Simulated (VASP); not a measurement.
An input for Ansatz (written as the equivalent of a VASP run, and not itself run):

Ansatz 0.2 input:
```yaml
crystal:
  lattice:
    - [0.0000000, 2.7831292, 2.7831292]
    - [2.7831292, 0.0000000, 2.7831292]
    - [11.2910974, 11.2910974, -0.1585804]
  atoms:
    - { symbol: Cd, position: [0.0270063, 0.0270063, 0.9797453] }
    - { symbol: Cd, position: [0.0036144, 0.0036144, 0.2472892] }
    - { symbol: Cd, position: [0.9809751, 0.9809751, 0.5142687] }
    - { symbol: S, position: [0.2559969, 0.2559969, 0.0580024] }
    - { symbol: S, position: [0.2333112, 0.2333112, 0.3250166] }
    - { symbol: S, position: [0.2129975, 0.2129975, 0.5902518] }
    - { symbol: S, position: [0.2814631, 0.2814631, 0.7889027] }
    - { symbol: Be, position: [0.0046355, 0.0046355, 0.7465234] }
kpoints:
  mp_grid: { grid: [6, 6, 2] }
hamiltonian:
  xc: pbesol
  pseudopotentials: { kind: paw }
scf:
  occupations: { method: gaussian, width: 0.05 }
  max_iter: 100
relax:
  max_steps: 60
  f_tol: 0.02
  cell: {}
output: { forces: true, stress: true, eigenvalues: true }
```

### Question
Write the VASP files for the same calculation (PBEsol).

### Answer
One answer among several that fit: 
### INCAR
```
SYSTEM = BeCd3S4
PREC = Accurate
ENCUT = 400
EDIFF = 1E-6
NELM = 100
ALGO = Normal
LREAL = .FALSE.
LASPH = .TRUE.
ISMEAR = 0
SIGMA = 0.05
GGA = PS
LMAXMIX = 4
LWAVE = .FALSE.
LCHARG = .FALSE.
IBRION = 2
ISIF = 3
NSW = 60
EDIFFG = -0.02
```

File POSCAR:
```
BeCd3S4
1
    0.0000000000     2.7831292459     2.7831292459
    2.7831292459    -0.0000000000     2.7831292459
   11.2910974003    11.2910974003    -0.1585804165
Cd S Be
3 4 1
Direct
  0.0270063289   0.0270063289   0.9797452533
  0.0036143873   0.0036143873   0.2472892095
  0.9809751031   0.9809751031   0.5142686726
  0.2559968663   0.2559968663   0.0580023503
  0.2333111875   0.2333111875   0.3250166094
  0.2129975424   0.2129975424   0.5902518432
  0.2814631235   0.2814631235   0.7889026574
  0.0046354610   0.0046354610   0.7465234043
```

**KPOINTS**
```
K-points
0
gamma
 6 6 2
```

POTCAR, in this order: Cd S Be (PBE.64 set). Program: vasp_std.

The two are equivalent in intent, not identical: each code has its own PAW files, so the cut-off isn't converted (ENCUT is set for VASP's; basis.ecutwfc is left out, and Ansatz then takes the one that its files recommend); Ansatz stops its SCF on the density residual and VASP on the energy change (EDIFF).

The structure was generated: BeCd3S4 was put into an ordered model structure (R3m), which need not be its known phase. It was relaxed first. The start is the result of an earlier pass.
